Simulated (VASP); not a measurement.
Consider the following.

```
CELL_PARAMETERS angstrom
      2.12894    -3.68743     0.00000
      2.12894     3.68743     0.00000
      0.00000     0.00000     6.94284
ATOMIC_POSITIONS crystal
  Cd 0.66667 0.33333 0.49997
  Cd 0.33333 0.66667 0.99997
  Se 0.66667 0.33333 0.87603
  Se 0.33333 0.66667 0.37603
```

Calculation: PBEsol GGA, VASP's PBE PAW potentials (set 64) (plane waves; VASP). Numerical set-up: 480 eV cut-off, 6×6×4 Γ-centred mesh, Gaussian smearing of 0.050 eV, potentials Cd Se.

### Question
Give the stress tensor in GPa (positive for a compressed cell).

### Answer

```
2.16  0.00  0.00
0.00  2.16  0.00
0.00  0.00  2.13
```
The pressure is its mean diagonal, 2.15 GPa.

The compound is CdSe in the wurtzite structure. This cell was strained or had an atom moved on purpose.
